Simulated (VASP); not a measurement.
Given:

```xyz
4
Lattice="1.8850 -3.2649 0.0000 1.8850 3.2649 0.0000 0.0000 0.0000 12.1600" Properties=species:S:1:pos:R:3 pbc="T T T"
La     0.0000     0.0000     6.0800
La     0.0000     0.0000     0.0000
La     1.8850     1.0883     3.0400
La     1.8850    -1.0883     9.1200
```

Level of theory: PBE GGA, VASP's PBE PAW potentials (set 64) (plane waves; VASP). Run with 400 eV cut-off, 7×7×2 Γ-centred mesh, first-order Methfessel-Paxton smearing of 0.10 eV, potentials La.

Problem. Predict the energy per atom (σ→0), band gap (on the k-mesh) with the smallest direct gap where there is one.

Solution. 
- band gap (on the k-mesh) = none (metal, semimetal or under 0.01 eV)
- energy per atom (σ→0) = -4.895 eV/atom

Total energies compare only between runs with the same potentials, cut-off and functional.

The compound is La in the dhcp structure. The cell was not relaxed at this level.
